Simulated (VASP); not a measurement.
BiTe:

```xyz
2
Lattice="2.4227 1.3988 3.3173 -2.4227 1.3988 3.3173 0.0000 -2.7975 3.3173" Properties=species:S:1:pos:R:3 pbc="T T T"
Bi    0.0000    0.0000    4.9759
Te    0.0000    0.0000    0.0000
```

The cell comes from a database or a generator and needn't be the stable form of this composition.

```yaml
Program: VASP 6.6.1
Task: single point
Functional: PBE
Potentials_or_basis: VASP PAW PBE potentials, release 64 (Bi_d, Te)
Cutoff: 520 eV
k_mesh: 7 × 7 × 7
Occupations: fermi-dirac, width 0.05 eV
Spin: no spin polarisation
```

On this cell: pressure 0.1 GPa; largest force under 0.003 eV/Å; band gap on the k mesh none (metal or under the smearing width).

The same run follows on a disturbed copy (atoms moved at random, drawn with an rms of 0.05 Å):

```
CELL_PARAMETERS angstrom
2.42271 1.39875 3.31729
-2.42271 1.39875 3.31729
0.00000 -2.79750 3.31729
ATOMIC_POSITIONS crystal
Bi 0.50449 0.49986 0.49761
Te 0.99451 0.00737 0.00473
```

Task: What changes?

Result: The energy (extrapolated to zero smearing) moves by +1.1 meV/atom; pressure 0.1 GPa; largest force 0.095 eV/Å; band gap on the k mesh none (metal or under the smearing width).

Forces on the atoms (eV/Å):
```
Bi  -0.082 -0.045  0.013
Te   0.082  0.045 -0.013
```

Stress tensor (GPa, compression positive):
```
 0.20  0.02 -0.02
 0.02  0.18 -0.01
-0.02 -0.01  0.06
```

Caveats: spin-orbit coupling is left out, which moves the levels of the heavy elements.
